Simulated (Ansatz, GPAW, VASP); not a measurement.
**One structure in several programs: FeO (Fm-3m, 4 atoms in the cell)**

Self-consistent single point, at a second geometry (lattice scaled by 0.98). First geometry:

```
FeO
1.0
    4.33000     2.16500     2.16500
    2.16500     4.33000     2.16500
    2.16500     2.16500     4.33000
Fe O
2 2
Direct
  0.00000   0.00000   0.00000
  0.50000   0.50000   0.50000
  0.25000   0.25000   0.25000
  0.75000   0.75000   0.75000
```
Moments meant for the start (each program seeds them in its own way; μB, in the order of the atoms Fe Fe O O): 4.0 -4.0 0.0 0.0.

Shared settings, as Ansatz (a quantum-chemistry and plane-wave program) writes them: kpoints.mp_grid.grid = 5 5 5; scf.occupations.method = fermi_dirac; scf.occupations.width = 0.02 eV. Potentials and cutoffs stand in the table.

| code | model | ΔF from the first geometry (meV/atom) | pressure (GPa) | cutoff |
|---|---|---|---|---|
| GPAW | PBE, GPAW PAW datasets PBE (gpaw-data 1.0.1) | 12.2 | – | 950 eV |
| Ansatz | PBE, default PAW files | 5.4 | 6.59 | default |
| VASP | PBE, VASP's PBE PAW potentials (set 64) | 4.1 | 1.97 | 400 eV |

For VASP (by 4.3 GPa) the energy change implies a higher mean pressure, against the two pressures, than for the other programs: a sign of finite-basis (Pulay) stress.

A dash marks a value that a program does not give, or that is left out as unsure.

On Ansatz's run: the magnetic order is the one reached from the typed start; others were not searched systematically. The program warned that, by what it read of turns of the moments, another magnetic order lies lower.

The spread over the programs that give each value: ΔF from the first geometry within 8.1 meV/atom; pressure within 4.62 GPa.

Ansatz's pressure is given at a fixed set of plane waves, as the other plane-wave codes print theirs; with its correction for the finite basis it is 7.26 GPa (the shift of 0.67 GPa shows how far the cutoff is from converged). The pressure of GPAW is left out: its cutoff lies under the one at which its stress was checked.

The shared mesh is coarse (it stands for a supercell whose shortest vector is 15 Å), so the values are not converged in it.

VASP's run is marked for a possible Pulay error in its stress at this cutoff; no cutoff test was made.

The starting cell has typed, rounded lattice constants, without a prior relaxation at this level. For this run, on top of that: lattice scaled by 0.98.

Left out of this page: Elk, FLEUR and SIESTA (not drawn, or without a comparable value).

Keys are those of Ansatz 0.2.
